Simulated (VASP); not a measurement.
Consider the following.

```
CELL_PARAMETERS angstrom
      0.00000     2.01690     2.01690
      2.01690     0.00000     2.01690
      2.01690     2.01690     0.00000
ATOMIC_POSITIONS crystal
  Al 0.50000 0.50000 0.50000
  N  0.00000 0.00000 0.00000
```

The numbers are results of r2SCAN meta-GGA, VASP's PBE PAW potentials (set 64) (plane waves; VASP), not measurements. Numerical set-up: 520 eV cut-off, 13×13×13 Γ-centred mesh, tetrahedra with Blöchl corrections, potentials Al N.

Question: Estimate the energy per atom (σ→0), band gap (over mesh and band path) with the smallest direct gap where there is one.

Answer: 
| Quantity | Result |
|---|---|
| band gap (over mesh and band path) | 5.56 eV |
| smallest direct gap (over mesh and band path) | 6.62 eV |
| energy per atom (σ→0) | -9.449 eV/atom |

Only differences to runs with the same potentials and settings are physical.

The structure comes from a computed database's AlN entry (Fm-3m); how it stands against other phases isn't given here. It was relaxed first.
